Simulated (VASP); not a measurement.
Set up this calculation in VASP 6.6.1, as the native input.

```
Task                   : single point
Functional             : LDA
Potentials or basis    : VASP PAW LDA potentials, release 64 (Hf_pv, S)
Cutoff                 : 520 eV
k mesh                 : 8 × 8 × 2
Occupations            : fermi-dirac, width 0.1 eV
Spin                   : no spin polarisation
Dipole correction      : no
Further INCAR settings : ALGO = Normal; EDIFF = 1e-06; NBANDS = 35
```

The structure of Hf2S lies in POSCAR:

```
Hf2S
1.0
    3.3742740000      0.0000000000      0.0000000000
   -1.6871370000      2.9222070000      0.0000000000
    0.0000000000      0.0000000000     11.7174070000
Hf S
4 2
Direct
    0.6666670000      0.3333330000      0.8998120000
    0.3333330000      0.6666670000      0.3998120000
    0.6666670000      0.3333330000      0.6001880000
    0.3333330000      0.6666670000      0.1001880000
    0.0000000000      0.0000000000      0.7500000000
    0.0000000000      0.0000000000      0.2500000000
```

The cell comes from a database or a generator and needn't be the stable form of this composition.

One way to write it, as run:

INCAR

```
SYSTEM = Hf2S
  PREC = Accurate
  ENCUT = 520
  EDIFF = 1E-6
  ISMEAR = -1
  SIGMA = 0.1
  LREAL = .FALSE.
  LASPH = .TRUE.
  NELM = 100
  ALGO = Normal
  ISIF = 2
  LWAVE = .FALSE.
  LCHARG = .TRUE.
  GGA = CA
  LELF = .TRUE.
  LVHAR = .TRUE.
  NBANDS = 35
```

KPOINTS

```
Automatic mesh
0
G
  8 8 2
  0 0 0
```

Potentials or basis: VASP PAW LDA potentials, release 64 (Hf_pv, S).

The run is started by

```bash
$ cat potpaw_LDA.64/Hf_pv/POTCAR potpaw_LDA.64/S/POTCAR > POTCAR
$ mpirun -np 1 vasp_std > vasp.out
```

Results of the run:

The pressure is -6.4 GPa, the largest force is 0.184 eV/Å and the band gap on the k mesh is none (metal or under the smearing width).

Wall time 71 s on 1 thread of Intel(R) Xeon(R) 6975P-C (Granite Rapids), on a shared host, peak memory 0.24 GiB.
